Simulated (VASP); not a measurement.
Crystal: Ta.

```xyz
1
Lattice="-1.6549 1.6549 1.6549 1.6549 -1.6549 1.6549 1.6549 1.6549 -1.6549" Properties=species:S:1:pos:R:3 pbc="T T T"
Ta    0.0000    0.0000    0.0000
```

* Program: VASP 6.6.1
* Task: relaxation of cell and atoms
* Functional: PBEsol
* Potentials or basis: VASP PAW PBE potentials, release 64 (Ta)
* Cutoff: 580 eV
* k mesh: 18 × 18 × 18
* Occupations: gaussian, width 0.1 eV
* Spin: no spin polarisation

At the start: pressure -6.8 GPa; volume 18.13 Å³/atom.

**Question.** Where does the relaxation end?

**Answer.** Over 11 steps the energy falls by 13.4 meV/atom and the volume is 17.52 Å³/atom (-3.3 %); space group Im-3m (No. 229, to 0.05 Å).

Step by step:
| step | energy change (eV) | largest force (eV/Å) | pressure (GPa) | volume (Å³) |
| --- | --- | --- | --- | --- |
| 1 | 0.0000 | 0.0000 | -6.84 | 18.13 |
| 2 | 0.0655 | 0.0000 | 20.08 | 16.17 |
| 3 | -0.0134 | 0.0000 | -0.22 | 17.54 |
| 4 | -0.0134 | 0.0000 | 0.16 | 17.52 |
| 5 | -0.0134 | 0.0000 | -0.49 | 17.56 |
| 6 | -0.0134 | 0.0000 | -0.09 | 17.53 |
| 7 | -0.0134 | 0.0000 | 0.14 | 17.52 |
| 8 | -0.0134 | 0.0000 | -0.08 | 17.53 |
| 9 | -0.0134 | 0.0000 | -0.08 | 17.53 |
| 10 | -0.0134 | 0.0000 | -0.06 | 17.52 |
| 11 | -0.0134 | 0.0000 | 0.04 | 17.52 |

Final structure:
```yaml
crystal:
  lattice:
    - [-1.63630, 1.63630, 1.63630]
    - [1.63630, -1.63630, 1.63630]
    - [1.63630, 1.63630, -1.63630]
  atoms:
    - { symbol: Ta, position: [0.00000, 0.00000, 0.00000] }
```

Caveat: the PAW data sets were made with another functional, which shifts forces and pressure a little.
